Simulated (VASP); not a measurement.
## NiAl (relaxed from the zinc blende structure, space group F-43m): computed properties

Method: PBEsol GGA, VASP's PBE PAW potentials (set 64) (plane waves; VASP 6.6.1).

```
Property                                                                                                  Result
----------------------------------  ----------------------------------------------------------------------------
space group                                                                                          F-43m (216)
cell                                a = 5.2825 Å, b = 5.2825 Å, c = 5.2825 Å, α = 90.00°, β = 90.00°, γ = 90.00°
volume per atom                                                                                    18.43 Å³/atom
band gap (over mesh and band path)                                      none (metal, semimetal or under 0.01 eV)
density                                                                                               3.86 g/cm³
```

```xyz
2
Lattice="0.0000 2.6413 2.6413 2.6413 0.0000 2.6413 2.6413 2.6413 0.0000" Properties=species:S:1:pos:R:3 pbc="T T T"
Ni     0.0000     0.0000     0.0000
Al     1.3206     1.3206     1.3206
```

The structure was generated: NiAl was put into the zinc blende type (F-43m), which need not be its known phase. It was relaxed first, which changed the volume by -19 %. Symmetry was kept, so distortions that lower it aren't found.
